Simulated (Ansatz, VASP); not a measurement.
## LiCuAuO2: VASP beside Ansatz

```
CELL_PARAMETERS angstrom
2.77731 -1.62209 0.00000
2.77731 1.62209 0.00000
-1.99618 0.00000 7.13880
ATOMIC_POSITIONS crystal
Au 0.98375 0.98375 0.94830
Cu 0.53811 0.53811 0.63867
O 0.87808 0.87808 0.65117
O 0.08049 0.08049 0.22148
Li 0.42581 0.42581 0.24872
```

Change from the starting cell: volume scaled by 0.94.

Alike in both runs: task single point; functional PBE; k mesh 9 × 9 × 4; occupations fermi-dirac, width 0.05 eV; no spin polarisation.

|  | VASP | Ansatz |
| --- | --- | --- |
| version | VASP 6.6.1 | Ansatz 0.2.0 |
| potentials or method | VASP PAW PBE potentials, release 64 (Au, Cu, O, Li_sv) | Ansatz PAW |
| plane-wave cutoff (eV) | 520 | 420 |
| valence electrons in the cell | 37 | 53 |

|  | VASP | Ansatz | Ansatz less VASP |
| --- | --- | --- | --- |
| gap on the k mesh at the Fermi level (eV) | none | none | - |
| rms of the force components (eV/Å) | 0.150 | 0.130 | -0.0192 |

Atom by atom the forces differ by 0.030 eV/Å (rms over components). A gap of «none» marks a metal or a gap that the smearing closes. The two sets of potentials don't hold the same shells in valence.

Caveats: an odd number of electrons without spin polarisation forces a metal; a magnetic or distorted state may lie lower; the run has no spin polarisation, though such a crystal can be magnetic; semilocal functionals often make such compounds metallic where correlation or magnetic order opens a gap, which also shifts bond lengths. Spin-orbit coupling is left out, which matters for the levels of Au.
